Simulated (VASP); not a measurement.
Set up this calculation in VASP 6.6.1, as the native input.

```
Task                   : relaxation of cell and atoms
Functional             : PBE
Potentials or basis    : VASP PAW PBE potentials, release 64 (Sc_sv, Te)
Cutoff                 : 600 eV
k mesh                 : 5 × 5 × 5
Occupations            : fermi-dirac, width 0.05 eV
Spin                   : no spin polarisation
Target pressure        : 5 GPa
Further INCAR settings : ALGO = Fast; EDIFF = 1e-06; IBRION = 2; EDIFFG = -0.02; NSW = 40; ISIF = 3
Target pressure        : 5 GPa
```

The structure of Sc3Te lies in POSCAR:

```
Sc3Te
1.0
    0.0000000000      3.5695000000      3.5695000000
    3.5695000000      0.0000000000      3.5695000000
    3.5695000000      3.5695000000      0.0000000000
Sc Te
3 1
Direct
    0.2500000000      0.2500000000      0.2500000000
    0.7500000000      0.7500000000      0.7500000000
    0.5000000000      0.5000000000      0.5000000000
    0.0000000000      0.0000000000      0.0000000000
```

The cell was built by a generator and needn't be a form met in nature.

The input as run:

INCAR

```
PREC = Accurate
ENCUT = 600
EDIFF = 1E-6
ISMEAR = -1
SIGMA = 0.05
LREAL = F
LASPH = T
NELM = 60
ALGO = Fast
ISIF = 3
LWAVE = F
LCHARG = F
GGA = PE
IBRION = 2
NSW = 40
EDIFFG = -0.02
PSTRESS = 50
```

KPOINTS

```
Automatic mesh
0
Gamma
  5 5 5
```

Potentials or basis: VASP PAW PBE potentials, release 64 (Sc_sv, Te).

The run is started by

```console
$ cat potpaw_PBE.64/Sc_sv/POTCAR potpaw_PBE.64/Te/POTCAR > POTCAR
$ mpirun -np 1 vasp_std > vasp.out
```

Results of the run:

| Quantity | Value |
| --- | --- |
| Relaxed volume | 21.06 Å³/atom |
| Relaxed cell | a = 4.921 Å, b = 4.921 Å, c = 4.921 Å, α = 60.00°, β = 60.00°, γ = 60.00° |
| Space group after relaxing (to 0.05 Å) | Fm-3m (No. 225) |
| Energy change on relaxing (the enthalpy is what falls) | +24.9 meV/atom |
| Ionic steps | 3 |
| Pressure after relaxing | 5.1 GPa |
| Band gap on the k mesh | none (metal or under the smearing width) |

Caveat: the cell is relaxed towards a set pressure, so the enthalpy falls and the energy may rise.

It took 2.9 min on 1 thread of Intel(R) Xeon(R) Platinum 8259CL CPU @ 2.50GHz (Skylake/Cascade Lake), on a shared host, peak memory 0.25 GiB.
